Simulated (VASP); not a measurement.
Consider the following.

```yaml
crystal:
  lattice:
    - [0.00000, 2.08080, 2.08080]
    - [2.08080, 0.00000, 2.08080]
    - [2.08080, 2.08080, 0.00000]
  atoms:
    - { symbol: Li, position: [0.00000, 0.00000, 0.00000] }
    - { symbol: H, position: [0.50000, 0.50000, 0.50000] }
```

These are PBE GGA, VASP's PBE PAW potentials (set 64) (plane waves; VASP) values and carry that method's errors. Run with 520 eV cut-off, 10×10×10 Γ-centred mesh, Fermi-Dirac smearing of 0.20 eV, potentials Li_sv H.

Problem. Give the stress tensor in GPa (positive for a compressed cell).

Solution. 
```
-3.60   0.00   0.00
 0.00  -3.60   0.00
 0.00   0.00  -3.60
```
The pressure is its mean diagonal, -3.60 GPa.

The compound is LiH in the rock salt structure. The cell was not relaxed at this level. The run is one of a series of settings (ISMEAR = -1, SIGMA = 0.2 against the base run), some of them coarse on purpose.
